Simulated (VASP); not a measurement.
**Te2Pt: relaxation of cell and atoms with PBE+D3(BJ)**

Te2Pt, a slab with vacuum:

```
CELL_PARAMETERS angstrom
4.01000 0.00000 0.00000
-2.00500 3.47276 0.00000
0.00000 0.00000 36.20350
ATOMIC_POSITIONS crystal
Te 0.66667 0.33333 0.24859
Te 0.33333 0.66667 0.32042
Te 0.66667 0.33333 0.39225
Te 0.33333 0.66667 0.46408
Te 0.66667 0.33333 0.53592
Te 0.33333 0.66667 0.60775
Te 0.66667 0.33333 0.67958
Te 0.33333 0.66667 0.75141
Pt 0.00000 0.00000 0.28451
Pt 0.00000 0.00000 0.42817
Pt 0.00000 0.00000 0.57183
Pt 0.00000 0.00000 0.71549
```

| Item | Value |
| --- | --- |
| Program | VASP 6.6.1 |
| Task | relaxation of cell and atoms |
| Functional | PBE |
| Dispersion | D3(BJ) |
| Potentials or basis | VASP PAW PBE potentials, release 64 (Te, Pt) |
| Cutoff | 600 eV |
| k mesh | 9 × 9 × 1 |
| Occupations | gaussian, width 0.03 eV |
| Spin | no spin polarisation |
| Further INCAR settings | ALGO = Normal; EDIFF = 1e-06; IBRION = 2; EDIFFG = -0.01; NSW = 90; ISIF = 3 |

The relaxed volume is 42.41 Å³/atom and the relaxed cell is a = 4.029 Å, b = 4.029 Å, c = 36.203 Å, α = 90.00°, β = 90.00°, γ = 120.00°. The space group after relaxing (to 0.05 Å) is P-3m1 (No. 164) and the energy gained by relaxing is 30.9 meV/atom. The ionic steps are 39. The largest force after relaxing is 0.009 eV/Å and the band gap on the k mesh is none (metal or under the smearing width). The dispersion energy per atom is -0.508 eV.

Forces on the atoms (eV/Å):
```
Te   0.000  0.000 -0.009
Te   0.000  0.000 -0.001
Te   0.000  0.000  0.006
Te   0.000  0.000  0.003
Te   0.000  0.000 -0.003
Te   0.000  0.000 -0.006
Te   0.000  0.000  0.001
Te   0.000  0.000  0.009
Pt   0.000  0.000  0.007
Pt   0.000  0.000 -0.003
Pt   0.000  0.000  0.003
Pt   0.000  0.000 -0.007
```

The path:
```tsv
step	energy change (eV)	largest force (eV/Å)	pressure (GPa)	volume (Å³)
1	0.0000	1.0966	2.59	504.16
2	0.0045	0.3600	-3.00	539.00
3	-0.2311	0.4225	-0.46	520.85
4	-0.3088	0.2847	-0.36	515.38
5	-0.3598	0.0884	-0.08	505.15
6	-0.3608	0.0866	-0.11	506.35
7	-0.3618	0.0328	-0.16	506.51
8	-0.3618	0.0367	-0.16	506.54
9	-0.3621	0.0406	-0.09	506.08
10	-0.3622	0.0449	-0.06	505.89
11	-0.3624	0.0431	-0.06	505.94
12	-0.3629	0.0396	-0.09	506.08
13	-0.3637	0.0296	-0.11	506.37
14	-0.3649	0.0568	-0.17	506.95
15	-0.3646	0.1211	-0.26	508.10
16	-0.3652	0.0840	-0.20	507.43
17	-0.3654	0.0799	-0.18	507.32
18	-0.3660	0.0675	-0.11	507.00
19	-0.3659	0.0685	0.04	506.36
20	-0.3661	0.0576	-0.06	506.74
21	-0.3664	0.0518	-0.07	506.83
22	-0.3668	0.0343	-0.09	507.10
23	-0.3670	0.0569	-0.11	507.65
24	-0.3671	0.0421	-0.09	507.43
25	-0.3674	0.0390	-0.08	507.39
26	-0.3681	0.0418	-0.01	507.29
27	-0.3682	0.0960	0.12	507.09
28	-0.3684	0.0713	0.06	507.18
29	-0.3685	0.0710	0.05	507.29
30	-0.3690	0.0696	0.02	507.62
31	-0.3695	0.0675	-0.03	508.27
32	-0.3696	0.0685	-0.13	509.58
33	-0.3697	0.0643	-0.06	508.90
34	-0.3697	0.0633	-0.09	509.16
35	-0.3701	0.0558	-0.07	509.18
36	-0.3707	0.0325	-0.01	509.25
37	-0.3707	0.0291	0.00	509.26
38	-0.3708	0.0217	0.00	509.16
39	-0.3709	0.0086	0.00	508.88
```

Final structure:
```
CELL_PARAMETERS angstrom
4.02874 0.00000 0.00000
-2.01437 3.48899 0.00000
0.00000 0.00000 36.20350
ATOMIC_POSITIONS crystal
Te 0.66667 0.33333 0.24965
Te 0.33333 0.66667 0.32544
Te 0.66667 0.33333 0.39165
Te 0.33333 0.66667 0.46747
Te 0.66667 0.33333 0.53253
Te 0.33333 0.66667 0.60835
Te 0.66667 0.33333 0.67456
Te 0.33333 0.66667 0.75035
Pt 0.00000 0.00000 0.28819
Pt 0.00000 0.00000 0.42951
Pt 0.00000 0.00000 0.57049
Pt 0.00000 0.00000 0.71181
```

Levels at points of the mesh, in eV from the Fermi level:
```
           k point  band 42  band 43  band 44  band 45  band 46  band 47
(0.00, 0.00, 0.00)    -0.46     0.32     1.00     1.00     1.18     1.47
```

Wall time 46 min on 4 MPI ranks on Intel(R) Xeon(R) Platinum 8488C (Sapphire Rapids), on a shared host, peak memory 0.92 GiB a rank.

Spin-orbit coupling is left out, which matters for the levels of Pt, Te. Zero-point motion and thermal expansion aren't in these numbers.
